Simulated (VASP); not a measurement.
The system is Ga2SnO.

```xyz
4
Lattice="3.5800 0.0000 0.0000 0.0000 3.5800 0.0000 0.0000 0.0000 5.0059" Properties=species:S:1:pos:R:3 pbc="T T T"
Ga    0.0000    0.0000    0.0000
Ga    1.7900    1.7900    2.5029
Sn    1.7900    1.7900    0.0000
O     0.0000    0.0000    2.5029
```

The cell was built by a generator and needn't be a form met in nature.

| Item | Value |
| --- | --- |
| Program | VASP 6.6.1 |
| Task | relaxation of cell and atoms |
| Functional | PBE |
| Potentials or basis | VASP PAW PBE potentials, release 64 (Ga_d, Sn_d, O) |
| Cutoff | 520 eV |
| k mesh | 4 × 4 × 3 |
| Occupations | gaussian, width 0.15 eV |
| Spin | no spin polarisation |

At the start: pressure 16.1 GPa; volume 16.04 Å³/atom.

Task: Where does the relaxation end?

Result: Over 8 steps the energy falls by 125.6 meV/atom and the volume is 18.80 Å³/atom (+17.2 %); space group P4/mmm (No. 123, to 0.05 Å).

The path:
| step | energy change (eV) | largest force (eV/Å) | pressure (GPa) | volume (Å³) |
| --- | --- | --- | --- | --- |
| 1 | 0.0000 | 0.0000 | 16.08 | 64.16 |
| 2 | -0.4398 | 0.0000 | -3.87 | 80.29 |
| 3 | -0.4976 | 0.0000 | 0.29 | 75.43 |
| 4 | -0.4974 | 0.0000 | -1.33 | 75.84 |
| 5 | -0.4975 | 0.0000 | 1.07 | 74.22 |
| 6 | -0.5002 | 0.0000 | 0.39 | 75.15 |
| 7 | -0.5003 | 0.0000 | 0.50 | 75.03 |
| 8 | -0.5025 | 0.0000 | 0.17 | 75.22 |

Final structure:
```cif
data_structure
_symmetry_space_group_name_H-M 'P 1'
_symmetry_Int_Tables_number 1
_cell_length_a 3.8054
_cell_length_b 3.8054
_cell_length_c 5.1942
_cell_angle_alpha 90.000
_cell_angle_beta 90.000
_cell_angle_gamma 90.000
_cell_volume 75.22
loop_
_atom_site_label
_atom_site_type_symbol
_atom_site_fract_x
_atom_site_fract_y
_atom_site_fract_z
_atom_site_occupancy
Ga1 Ga 0.00000 0.00000 0.00000 1
Ga2 Ga 0.50000 0.50000 0.50000 1
Sn1 Sn 0.50000 0.50000 0.00000 1
O1 O 0.00000 0.00000 0.50000 1
```

Caveat: the k mesh is coarse (spacing up to 0.44 Å⁻¹), so the values aren't converged; the volume moved by over 15 % at a fixed basis, so the end points are rough.
